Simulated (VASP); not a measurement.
```xyz
2
Lattice="0.0000 2.2068 2.2068 2.2068 0.0000 2.2068 2.2068 2.2068 0.0000" Properties=species:S:1:pos:R:3 pbc="T T T"
Al     0.0000     0.0000     0.0000
N      1.1034     1.1034     1.1034
```

Level of theory: PBE GGA with D3 dispersion (Becke-Johnson damping), VASP's PBE PAW potentials (set 64) (plane waves; VASP). Run with 520 eV cut-off, 10×10×10 Γ-centred mesh, Gaussian smearing of 0.050 eV, potentials Al N.

Problem. Estimate the energy per atom (σ→0), pressure, band gap (on the k-mesh) with the smallest direct gap where there is one.

Solution. 
| Item | Value |
|---|---|
| band gap (on the k-mesh) | 3.30 eV |
| smallest direct gap (on the k-mesh) | 3.92 eV |
| energy per atom (σ→0) | -7.684 eV/atom |
| pressure | -5.63 GPa |

Only differences to runs with the same potentials and settings are physical.

The compound is AlN in the zinc blende structure, a metastable form; wurtzite is the usual one. This cell is one point of a volume scan, at 1.03 of the reference volume.
